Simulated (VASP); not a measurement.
Energy against volume of ZnSe (zinc blende). Method: LDA (Ceperley-Alder, Perdew-Zunger), VASP's LDA PAW potentials (set 64) (plane waves; VASP 6.6.1).

```csv
V (Å³/atom),E (eV/atom)
20.387,-3.66659
21.038,-3.68144
21.688,-3.68599
22.339,-3.68184
22.990,-3.67031
```

Q: Fit a third-order Birch-Murnaghan equation of state.

A: 
```yaml
volume_per_atom: 21.69 Å³/atom
bulk_modulus: 71.4 GPa
pressure_derivative_of_the_bulk_modulus: 4.55
lattice_constant_a: 557.7 pm
```

Measured: bulk modulus 62.4 GPa (computed value off by +14.4 %), as given by Cormac Toher et al., Physical Review Materials (2017), arXiv:1611.05714; a 5.668 Å (computed value off by -1.6 %), as given by Martin Albrecht et al., Physical review. B, Condensed matter (1997), arXiv:cond-mat/9706128. The calculation is for a static lattice, while the measured bulk modulus, a hold thermal and zero-point effects, which are part of the difference.

The compound is ZnSe in the zinc blende structure. It was relaxed first.
